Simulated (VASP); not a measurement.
# From one sheet to two: 1T-CaI2 monolayer, part 3 of 8

Aim: relax 1T-CaI2 monolayer, place its levels against the vacuum, then find how two sheets stack and bind.

VASP 6.6.1, plane waves and PAW; the level of theory is named at each step.

So far. Step 2 (Relaxing the monolayer): The run ended after 6 ionic steps, 0.015 eV below its first step, once forces and stress met EDIFFG = -0.015. Step 3 (A second relaxation): The start already met the threshold, so nothing moved.

## (4) Potential and states of the slab

Level of this step: r2SCAN with rVV10; plane waves and PAW (Ca_pv, I) (VASP).

A static run writes the electrostatic potential without exchange and correlation (LVHAR), which is flat in the vacuum and gives the level to count from. The dipole correction cancels the field that unlike faces would set up across the vacuum.

INCAR

```
SYSTEM = CaI2
PREC = Normal
ENCUT = 350
EDIFF = 1E-06
NELM = 120
ISMEAR = 0
SIGMA = 0.03
LREAL = .FALSE.
ALGO = Normal
METAGGA = R2SCAN
LUSE_VDW = .TRUE.
IVDW_NL = 2
BPARAM = 11.95
CPARAM = 0.0093
LASPH = .TRUE.
NBANDS = 17
LORBIT = 11
LWAVE = .FALSE.
LCHARG = .TRUE.
IDIPOL = 3
LDIPOL = .TRUE.
DIPOL = 0.5 0.5 0.5
LVHAR = .TRUE.
LVACPOTAV = .TRUE.
NEDOS = 1500
LELF = .TRUE.
```

POSCAR

```
CaI2
1.0
    4.4706327046      0.0000000000      0.0000000000
   -2.2353163523      3.8716814932      0.0000000000
    0.0000000000      0.0000000000     22.0000000000
Ca I
1 2
Direct
    0.0000000000      0.0000000000      0.5000000000
    0.3333333333      0.6666666667      0.4188778001
    0.6666666667      0.3333333333      0.5811221999
```

KPOINTS

```
Automatic mesh
0
Gamma
9 9 1
0 0 0
```

KPOINTS_OPT

```
Line mode
14
Line-mode
Reciprocal
  0.00000000   0.00000000   0.00000000 GAMMA
  0.50000000   0.00000000   0.00000000 M

  0.50000000   0.00000000   0.00000000 M
  0.33333333   0.33333333   0.00000000 K

  0.33333333   0.33333333   0.00000000 K
  0.00000000   0.00000000   0.00000000 GAMMA
```

PAW data sets: Ca_pv and I (PBE family, release 64).

Launch:

```bash
$ mpirun -np 4 vasp_std
```

The program printed:

```text
[banner, memory and clock lines left out]
running    4 mpi-ranks, on    1 nodes
 distrk:  each k-point on    4 cores,    1 groups
 distr:  one band on    1 cores,    4 groups

 POSCAR found type information on POSCAR CaI
 POSCAR found :  2 types and       3 ions
 [... a notice as in an earlier step ...]

 [... a notice as in an earlier step ...]

 LDA part: xc-table for (None), standard interpolation
|                                                                             |
|           W    W    AA    RRRRR   N    N  II  N    N   GGGG   !!!           |
|           W    W   A  A   R    R  NN   N  II  NN   N  G    G  !!!           |
|           W    W  A    A  R    R  N N  N  II  N N  N  G       !!!           |
|           W WW W  AAAAAA  RRRRR   N  N N  II  N  N N  G  GGG   !            |
|           WW  WW  A    A  R   R   N   NN  II  N   NN  G    G                |
|           W    W  A    A  R    R  N    N  II  N    N   GGGG   !!!           |
|                                                                             |
|     The number of bands has been changed from the values supplied in        |
|     The orbitals not found in the WAVECAR file will be initialized with     |
|     random numbers, which is usually adequate. For correlated               |
|     calculations, however, you should redo the groundstate calculation.     |
|     I found NBANDS = 17. Now, NBANDS = 20.                                  |
|                                                                             |

 POSCAR, INCAR and KPOINTS ok, starting setup
 FFT: planning ... GRIDC
 FFT: planning ... GRID_SOFT
 FFT: planning ... GRID
 WAVECAR not read
 entering main loop
       N       E                     dE             d eps       ncg     rms          rms(c)
Total rVV10 correction in eV:      0.8106781    27.9805997
DAV:   1     0.104377837049E+03    0.10438E+03   -0.65405E+03   552   0.651E+02
DAV:   2    -0.381735981653E+02   -0.14255E+03   -0.13693E+03   612   0.193E+02
DAV:   3    -0.618771945147E+02   -0.23704E+02   -0.23540E+02   588   0.808E+01
DAV:   4    -0.633191637685E+02   -0.14420E+01   -0.14398E+01   744   0.234E+01
DAV:   5    -0.633572919488E+02   -0.38128E-01   -0.38035E-01   844   0.357E+00    0.473E+00
Total rVV10 correction in eV:      0.8184157    27.9819639
DAV:   6    -0.608117664162E+02    0.25455E+01   -0.50832E-01   636   0.549E+00    0.317E+00
Total rVV10 correction in eV:      0.8320302    27.9828788
DAV:   7    -0.608133687248E+02   -0.16023E-02   -0.10925E-01   772   0.219E+00    0.128E+00
Total rVV10 correction in eV:      0.8401829    27.9832320
DAV:   8    -0.608185835511E+02   -0.52148E-02   -0.13113E-02   744   0.879E-01    0.378E-01
Total rVV10 correction in eV:      0.8423874    27.9831461
DAV:   9    -0.608196674531E+02   -0.10839E-02   -0.96131E-04   756   0.241E-01    0.162E-01
Total rVV10 correction in eV:      0.8430344    27.9827774
DAV:  10    -0.608208986337E+02   -0.12312E-02   -0.46837E-04   628   0.151E-01    0.571E-02
Total rVV10 correction in eV:      0.8440046    27.9825181
DAV:  11    -0.608213507730E+02   -0.45214E-03   -0.15950E-04   704   0.688E-02    0.373E-02
Total rVV10 correction in eV:      0.8443270    27.9820518
DAV:  12    -0.608219288118E+02   -0.57804E-03   -0.74251E-05   600   0.483E-02    0.392E-02
Total rVV10 correction in eV:      0.8452984    27.9814095
DAV:  13    -0.608226459320E+02   -0.71712E-03   -0.32246E-04   620   0.802E-02    0.163E-02
Total rVV10 correction in eV:      0.8453950    27.9812410
DAV:  14    -0.608227664656E+02   -0.12053E-03   -0.14549E-05   556   0.231E-02    0.572E-03
Total rVV10 correction in eV:      0.8455181    27.9808175
DAV:  15    -0.608230562833E+02   -0.28982E-03   -0.39494E-05   576   0.308E-02    0.532E-03
Total rVV10 correction in eV:      0.8455272    27.9807700
DAV:  16    -0.608230883069E+02   -0.32024E-04   -0.13919E-06   656   0.758E-03    0.368E-03
Total rVV10 correction in eV:      0.8455336    27.9806341
DAV:  17    -0.608231726108E+02   -0.84304E-04   -0.91170E-06   580   0.131E-02    0.170E-03
Total rVV10 correction in eV:      0.8455331    27.9806002
DAV:  18    -0.608231858132E+02   -0.13202E-04   -0.10447E-06   620   0.584E-03    0.145E-03
Total rVV10 correction in eV:      0.8455302    27.9805878
DAV:  19    -0.608231897607E+02   -0.39475E-05   -0.30076E-07   464   0.428E-03    0.546E-04
Total rVV10 correction in eV:      0.8455313    27.9805842
DAV:  20    -0.608231911182E+02   -0.13575E-05   -0.30511E-07   436   0.429E-03    0.366E-04
Total rVV10 correction in eV:      0.8455302    27.9805847
DAV:  21    -0.608231911204E+02   -0.21364E-08   -0.60581E-08   488   0.213E-03
|                                                                             |
|           W    W    AA    RRRRR   N    N  II  N    N   GGGG   !!!           |
|           W    W   A  A   R    R  NN   N  II  NN   N  G    G  !!!           |
|           W    W  A    A  R    R  N N  N  II  N N  N  G       !!!           |
|           W WW W  AAAAAA  RRRRR   N  N N  II  N  N N  G  GGG   !            |
|           WW  WW  A    A  R   R   N   NN  II  N   NN  G    G                |
|           W    W  A    A  R    R  N    N  II  N    N   GGGG   !!!           |
|                                                                             |
|     Did not find any points to average over, which means that no vacuum     |
|     field-free region was found. Please increase the size of  your cell     |
|     in the dimension of the dipole correction to obtain accurate            |
|     workfunction values.                                                    |
|                                                                             |

Total rVV10 correction in eV:      0.8455287    27.9805860
Total rVV10 correction in eV:      0.8455295    27.9805856
   1 F= -.60823191E+02 E0= -.60823191E+02  d E =-.106800E-12
 Start KPOINTS_OPT (optional k-point list driver)
k-point batch [1-12\42]
       N       E                     dE             ncg
DAV:   1    -0.139710960825E+04   -0.34510E+04      544
DAV:   2    -0.303662187435E+04   -0.16395E+04      600
DAV:   3    -0.334965287473E+04   -0.31303E+03      576
DAV:   4    -0.336821176869E+04   -0.18559E+02      696
DAV:   5    -0.336892201819E+04   -0.71025E+00      836
DAV:   6    -0.336893213317E+04   -0.10115E-01      744
DAV:   7    -0.336893271705E+04   -0.58388E-03      856
DAV:   8    -0.336893275041E+04   -0.33363E-04      728
DAV:   9    -0.336893275268E+04   -0.22664E-05      672
DAV:  10    -0.336893275300E+04   -0.32424E-06      544
[...]
k-point batch [37-42\42]
       N       E                     dE             ncg
DAV:   1     0.160146124918E+04   -0.99976E+03      264
DAV:   2     0.756388608436E+03   -0.84507E+03      324
DAV:   3     0.613304621525E+03   -0.14308E+03      280
DAV:   4     0.604847002616E+03   -0.84576E+01      392
DAV:   5     0.604669795476E+03   -0.17721E+00      412
DAV:   6     0.604665938847E+03   -0.38566E-02      400
DAV:   7     0.604665712438E+03   -0.22641E-03      420
DAV:   8     0.604665702750E+03   -0.96883E-05      392
DAV:   9     0.604665702447E+03   -0.30294E-06      324
```

Run time: 74 s. Hardware: 4 MPI ranks of Intel Xeon 6975P-C (Granite Rapids), shared host; peak memory 0.83 GiB.

From OUTCAR (step 4):

```text
The static configuration has the point symmetry D_3d.

 Found     12 irreducible k-points:

   k-points           NKPTS =     12   k-points in BZ     NKDIM =     12   number of bands    NBANDS=     20

   NELECT =      22.0000    total number of electrons

 E-fermi :  -4.3058

 k-point     1 :       0.0000    0.0000    0.0000
  band No.  band energies     occupation
    ...
      7      -5.0785      2.00000
      8      -5.0785      2.00000
      9      -4.8626      2.00000
     10      -4.4468      2.00000
     11      -4.4468      2.00000
     12       0.7085      0.00000
     13       0.7415      0.00000
     14       0.7418      0.00000
     15       1.1811      0.00000
     16       1.6905      0.00000
    ...

 k-point     2 :       0.1111    0.0000    0.0000
  band No.  band energies     occupation
    ...
      7      -5.3608      2.00000
      8      -5.0945      2.00000
      9      -4.7520      2.00000
     10      -4.7406      2.00000
     11      -4.5272      2.00000
     12       0.5879      0.00000
     13       0.8774      0.00000
     14       0.9367      0.00000
     15       1.3828      0.00000
     16       1.5517      0.00000
    ...

  Total        0.0257665      0.0257665     -0.0474955     -0.0000000      0.0000000      0.0000000
  in kB        0.1084113      0.1084113     -0.1998350     -0.0000000      0.0000000      0.0000000
  external PRESSURE =       0.0056626 kB  Pullay stress =       0.0000000 kB

 POSITION                                       TOTAL-FORCE (eV/Angst)
 -----------------------------------------------------------------------------------
      0.00000      0.00000     11.00000         0.000000      0.000000      0.000000
     -0.00000      2.58112      9.21531         0.000000     -0.000000      0.013828
      2.23532      1.29056     12.78469        -0.000000      0.000000     -0.013828
 -----------------------------------------------------------------------------------
    total drift:                               -0.000000      0.000000      0.000000

  FREE ENERGIE OF THE ION-ELECTRON SYSTEM (eV)
  ---------------------------------------------------
  free  energy   TOTEN  =       -60.8231911204 eV

  energy  without entropy=      -60.8231911204  energy(sigma->0) =      -60.82319112

 vacuum level on the upper side and lower side of the slab         2.568         2.568

[... 9 parts as in an earlier step ...]

[... 5 further parts left out ...]
```

Numbers from this step:

| Item | Value |
| --- | --- |
| electronic cycles | 21 |
| Fermi energy | -4.306 eV |
| least gap on mesh and path | 4.317 eV |
| least direct gap on mesh and path | 4.935 eV |
| vacuum levels | 2.568, 2.568 eV |
| ionisation potentials of the upper and lower face | 7.015, 7.015 eV |
| electron affinities of the upper and lower face | 2.698, 2.698 eV |

Electronic bands along the path, in eV, zero at the valence-band top; v1 is the highest filled band, c1 the lowest empty one:

| point | v4 | v3 | v2 | v1 | c1 | c2 | c3 | c4 |
| --- | --- | --- | --- | --- | --- | --- | --- | --- |
| Γ | -0.63 | -0.42 | 0.00 | 0.00 | 5.16 | 5.19 | 5.19 | 5.63 |
| 0.54 of the way | -1.04 | -0.70 | -0.36 | -0.35 | 4.63 | 5.73 | 5.80 | 6.13 |
| M | -0.82 | -0.77 | -0.68 | -0.68 | 4.32 | 6.08 | 6.24 | 6.50 |
| 0.46 of the way | -1.08 | -0.86 | -0.80 | -0.70 | 4.72 | 5.99 | 6.00 | 6.50 |
| K | -1.66 | -1.11 | -0.75 | -0.75 | 5.51 | 5.66 | 5.66 | 6.61 |
| 0.54 of the way | -1.03 | -0.79 | -0.43 | -0.33 | 5.02 | 5.19 | 5.99 | 6.15 |
| Γ | -0.63 | -0.42 | 0.00 | 0.00 | 5.16 | 5.19 | 5.19 | 5.63 |

Of the projections kept (Ca, I), the largest for each band there; the rest of the weight can lie on other orbitals:

| point | v4 | v3 | v2 | v1 | c1 | c2 | c3 | c4 |
| --- | --- | --- | --- | --- | --- | --- | --- | --- |
| Γ | I 0.84 | I 0.99 | I 0.98 | I 0.98 | Ca 0.89 | Ca 0.95 | Ca 0.95 | Ca 0.73 |
| M | I 0.95 | I 0.87 | I 0.85 | I 0.94 | Ca 0.88 | Ca 0.96 | Ca 0.99 | I 0.66 |
| K | I 0.89 | I 0.93 | I 0.89 | I 0.89 | Ca 0.96 | Ca 0.88 | Ca 0.88 | Ca 0.91 |
| Γ | I 0.84 | I 0.99 | I 0.98 | I 0.98 | Ca 0.89 | Ca 0.95 | Ca 0.95 | Ca 0.73 |

Zero at the Fermi level. Planar average of the electrostatic potential against height:

```csv
height (Å),planar average of the electrostatic potential (eV)
0,6.87
1,6.87
2,6.87
3,6.87
4,6.87
5,6.87
6,6.87
7,6.82
8,5.63
9,-7.17
10,-1.22
11,-2.49
12,-1.22
13,-7.17
14,5.63
15,6.82
16,6.87
17,6.87
18,6.87
19,6.87
20,6.87
21,6.87
```

Density of states in the PAW spheres, an atom over height of the layer and energy from the Fermi level.

Ten even steps from '0' (0.00 states/eV) to '9' (2.50 states/eV), each cell a mean:
```
000
000
404
929
616
202
525
101
000
000
000
000
000
000
000
000
000
000
000
000
000
000
```
Columns: height of the layer (Å) from 9.2 to 12.8; rows upwards: energy from the Fermi level (eV) from -7.9 to 0.5.

Valence density in the ca plane at fractional y = 0.000, with atoms of Ca within 0.2 Å of it. It is the smooth field of the valence electrons, not physical close to the nuclei.

Values in e/Å³, 7 rows by 16 columns, each cell a mean:
```
0.0 0.0 0.0 0.0 0.0 0.0 0.0 0.0 1.4 1.9 0.1 0.0 0.0 0.0 0.0 0.0
0.0 0.0 0.0 0.0 0.0 0.0 0.0 0.1 0.2 0.2 0.1 0.1 0.0 0.0 0.0 0.0
0.0 0.0 0.0 0.0 0.0 0.0 0.1 0.2 0.1 0.1 0.2 0.1 0.0 0.0 0.0 0.0
0.0 0.0 0.0 0.0 0.0 0.0 0.1 0.2 0.1 0.1 0.2 0.2 0.0 0.0 0.0 0.0
0.0 0.0 0.0 0.0 0.0 0.0 0.1 0.2 0.1 0.1 0.2 0.1 0.0 0.0 0.0 0.0
0.0 0.0 0.0 0.0 0.0 0.0 0.0 0.1 0.4 0.6 0.1 0.0 0.0 0.0 0.0 0.0
0.0 0.0 0.0 0.0 0.0 0.0 0.0 0.0 1.8 2.5 0.1 0.0 0.0 0.0 0.0 0.0
```
Columns run along c (16.0 Å, from fractional 0.10 to 0.82 of the cell), rows up along a (4.5 Å). Atoms in or near the plane, at fractional coordinates: Ca at (0.50, 0.00).

ELF in the ca plane at fractional y = 0.000, with atoms of Ca within 0.2 Å of it. It is the smooth field of the valence electrons, not physical close to the nuclei.

Ten even steps from '0' (0.00) to '9' (0.83), each cell a mean:
```
00000000000000000000002200120000000000000000
00000000000000000011101322310111000000000000
00000000000000001345531122113554310000000000
00000000000000124688985100147888752100000000
00000000000000146899998410379999864200000000
00000000000000247899998511489999975210000000
00000000000000246899998511489999875200000000
00000000000000135789996200268998753100000000
00000000000000012467762000025776531000000000
00000000000000000123211233211232100000000000
00000000000000000000002210220000000000000000
00000000000000000000002100120000000000000000
```
Columns run along c (16.0 Å, from fractional 0.10 to 0.82 of the cell), rows up along a (4.5 Å). Atoms in or near the plane, at fractional coordinates: Ca at (0.50, 0.00).

The map of layer states is cut here 0.5 eV above the Fermi level, so it leaves out the states above that.

The vacuum level lies 7.01 eV above the highest filled level at the upper face; both faces agree, as the slab has next to no dipole.

The program found no field-free point at its default tolerance, but its printed level agrees with the flat part of the planar average.

[end of part 3 of 8]

[Lines on the potential files, build, host, timing and source positions are cut from VASP's logs without a mark.]

[Logs are printed without paths, hosts, clocks, repeated set-up lines and the standing remarks that a program may print on its own settings, such as how far it seeks lower states.]

[Hosts, paths, dates, database ids (printed as entryN), source tags and the programs' standing remarks are cut or masked in the printed files.]

[Runs that stopped without an error message from VASP are left out.]
